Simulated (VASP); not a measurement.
OSZICAR of a VASP run on Tc (hcp):

File OSZICAR:
```
       N       E                     dE             d eps       ncg     rms          rms(c)
DAV:   1     0.269262924991E+03    0.26926E+03   -0.17289E+04  4598   0.167E+03
DAV:   2    -0.744124636629E+02   -0.34368E+03   -0.34056E+03  5170   0.475E+02
DAV:   3    -0.829352745210E+02   -0.85228E+01   -0.83430E+01  5362   0.878E+01
DAV:   4    -0.830155827937E+02   -0.80308E-01   -0.80009E-01  5172   0.843E+00
DAV:   5    -0.830164437758E+02   -0.86098E-03   -0.86091E-03  5167   0.751E-01    0.327E+01
DAV:   6    -0.706918137776E+02    0.12325E+02   -0.12361E+01  4701   0.424E+01    0.471E+00
DAV:   7    -0.689599811722E+02    0.17318E+01   -0.15048E+00  5111   0.102E+01    0.931E-01
DAV:   8    -0.705131970538E+02   -0.15532E+01   -0.80320E-01  4793   0.764E+00    0.191E+00
DAV:   9    -0.702355711555E+02    0.27763E+00   -0.74068E-01  4598   0.110E+01    0.106E+00
DAV:  10    -0.702115321742E+02    0.24039E-01   -0.44595E-02  4787   0.240E+00    0.104E+00
DAV:  11    -0.702218285631E+02   -0.10296E-01   -0.10609E-02  4646   0.101E+00    0.928E-01
DAV:  12    -0.701310570263E+02    0.90772E-01   -0.10273E-01  4590   0.379E+00    0.290E-01
DAV:  13    -0.701335229206E+02   -0.24659E-02   -0.38097E-03  4669   0.680E-01    0.211E-01
DAV:  14    -0.701019008342E+02    0.31622E-01   -0.13768E-01  4598   0.420E+00    0.231E-01
DAV:  15    -0.701019380066E+02   -0.37172E-04   -0.61799E-04  5207   0.255E-01    0.237E-01
DAV:  16    -0.701033963470E+02   -0.14583E-02   -0.52170E-04  4653   0.239E-01    0.249E-01
DAV:  17    -0.701034995289E+02   -0.10318E-03   -0.32955E-04  4615   0.224E-01    0.212E-01
DAV:  18    -0.701032144710E+02    0.28506E-03   -0.17501E-03  4638   0.531E-01    0.154E-01
DAV:  19    -0.701032489037E+02   -0.34433E-04   -0.65744E-05  4776   0.967E-02    0.146E-01
DAV:  20    -0.701027909306E+02    0.45797E-03   -0.33073E-04  4679   0.217E-01    0.109E-01
DAV:  21    -0.701026683588E+02    0.12257E-03   -0.16630E-03  4646   0.459E-01    0.412E-02
DAV:  22    -0.701027805621E+02   -0.11220E-03   -0.15614E-04  4643   0.148E-01    0.293E-02
DAV:  23    -0.701029553349E+02   -0.17477E-03   -0.51571E-05  4693   0.628E-02    0.188E-02
DAV:  24    -0.701029841485E+02   -0.28814E-04   -0.57844E-05  4646   0.879E-02    0.137E-02
DAV:  25    -0.701030362289E+02   -0.52080E-04   -0.18463E-05  4675   0.451E-02    0.123E-02
DAV:  26    -0.701030634205E+02   -0.27192E-04   -0.18175E-05  4610   0.373E-02    0.803E-03
DAV:  27    -0.701030588162E+02    0.46043E-05   -0.20433E-06  4674   0.118E-02    0.595E-03
DAV:  28    -0.701030802761E+02   -0.21460E-04   -0.10507E-05  4605   0.252E-02    0.570E-03
DAV:  29    -0.701030851514E+02   -0.48753E-05   -0.50177E-06  4668   0.153E-02    0.254E-03
DAV:  30    -0.701030887644E+02   -0.36129E-05   -0.30167E-06  4599   0.150E-02    0.169E-03
DAV:  31    -0.701030898709E+02   -0.11065E-05   -0.50723E-07  4622   0.487E-03    0.965E-04
DAV:  32    -0.701030896251E+02    0.24576E-06   -0.10412E-07  2325   0.374E-03    0.118E-04
DAV:  33    -0.701030902006E+02   -0.57545E-06   -0.12021E-08  2296   0.112E-03    0.754E-05
DAV:  34    -0.701030900163E+02    0.18423E-06   -0.33118E-09  2295   0.643E-04    0.114E-04
DAV:  35    -0.701030902009E+02   -0.18460E-06   -0.26787E-09  2295   0.585E-04    0.385E-05
DAV:  36    -0.701030903236E+02   -0.12262E-06   -0.21947E-10  2295   0.146E-04    0.240E-05
DAV:  37    -0.701030902346E+02    0.88930E-07   -0.37363E-10  2295   0.207E-04
   1 F= -.70103090E+02 E0= -.70103222E+02  d E =-.701031E+02
       N       E                     dE             d eps       ncg     rms          rms(c)
DAV:   1    -0.701073956107E+02   -0.43053E-02   -0.24706E-01  4590   0.444E+00    0.392E-01
DAV:   2    -0.701030152183E+02    0.43804E-02   -0.80034E-03  4798   0.818E-01    0.177E-01
DAV:   3    -0.701026949144E+02    0.32030E-03   -0.48924E-03  4638   0.833E-01    0.505E-02
DAV:   4    -0.701030009749E+02   -0.30606E-03   -0.60558E-04  4817   0.300E-01    0.288E-02
DAV:   5    -0.701030343262E+02   -0.33351E-04   -0.72162E-05  4632   0.930E-02    0.169E-02
DAV:   6    -0.701031146783E+02   -0.80352E-04   -0.15960E-04  4592   0.159E-01    0.394E-03
DAV:   7    -0.701031131714E+02    0.15069E-05   -0.20873E-05  4623   0.539E-02    0.191E-03
DAV:   8    -0.701031118705E+02    0.13009E-05   -0.21420E-06  4774   0.163E-02    0.632E-04
DAV:   9    -0.701031271939E+02   -0.15323E-04   -0.10508E-06  4619   0.140E-02    0.458E-04
DAV:  10    -0.701031244081E+02    0.27858E-05   -0.23066E-07  3941   0.653E-03    0.253E-04
DAV:  11    -0.701031218879E+02    0.25202E-05   -0.68656E-08  2297   0.340E-03    0.562E-05
DAV:  12    -0.701031224814E+02   -0.59353E-06   -0.63102E-09  2295   0.975E-04    0.333E-05
DAV:  13    -0.701031224492E+02    0.32258E-07   -0.17183E-09  2295   0.434E-04
   2 F= -.70103122E+02 E0= -.70103322E+02  d E =-.322145E-04
       N       E                     dE             d eps       ncg     rms          rms(c)
DAV:   1    -0.701042778586E+02   -0.11554E-02   -0.56925E-02  4590   0.213E+00    0.187E-01
DAV:   2    -0.701032849886E+02    0.99287E-03   -0.18332E-03  4806   0.392E-01    0.853E-02
DAV:   3    -0.701034372063E+02   -0.15222E-03   -0.11363E-03  4654   0.402E-01    0.244E-02
DAV:   4    -0.701033347867E+02    0.10242E-03   -0.14129E-04  4807   0.145E-01    0.134E-02
DAV:   5    -0.701033587531E+02   -0.23966E-04   -0.25676E-05  4625   0.564E-02    0.654E-03
DAV:   6    -0.701032942053E+02    0.64548E-04   -0.50911E-05  4592   0.902E-02    0.168E-03
DAV:   7    -0.701032903195E+02    0.38858E-05   -0.54825E-06  4607   0.278E-02    0.568E-04
DAV:   8    -0.701032922964E+02   -0.19769E-05   -0.21487E-07  4008   0.514E-03    0.294E-04
DAV:   9    -0.701032901285E+02    0.21679E-05   -0.11979E-07  2774   0.461E-03    0.843E-05
DAV:  10    -0.701032903909E+02   -0.26240E-06   -0.17197E-08  2295   0.160E-03    0.359E-05
DAV:  11    -0.701032909261E+02   -0.53518E-06   -0.85518E-10  2295   0.385E-04    0.213E-05
DAV:  12    -0.701032906502E+02    0.27590E-06   -0.18838E-10  2295   0.172E-04    0.138E-05
DAV:  13    -0.701032907025E+02   -0.52282E-07   -0.12774E-10  2295   0.151E-04
   3 F= -.70103291E+02 E0= -.70103470E+02  d E =-.200468E-03
```

Problem. Which electronic solver shows in the log?

Solution. It is blocked Davidson (ALGO = Normal, or the opening steps of other solvers). The INCAR had ALGO = Normal.

Problem. Can the final energy be trusted as converged?

Solution. The calculation finished and met its thresholds. It stopped with EDIFF = 1E-7, NELM = 100, NSW = 30 and EDIFFG = -0.01 after 3 ionic steps (SCAN meta-GGA, plane waves, VASP's PBE PAW potentials (set 64)).

The compound is Tc in the hcp structure. This cell is one point of a volume scan, at 0.97 of the reference volume. Symmetry was kept, so distortions that lower it aren't found.
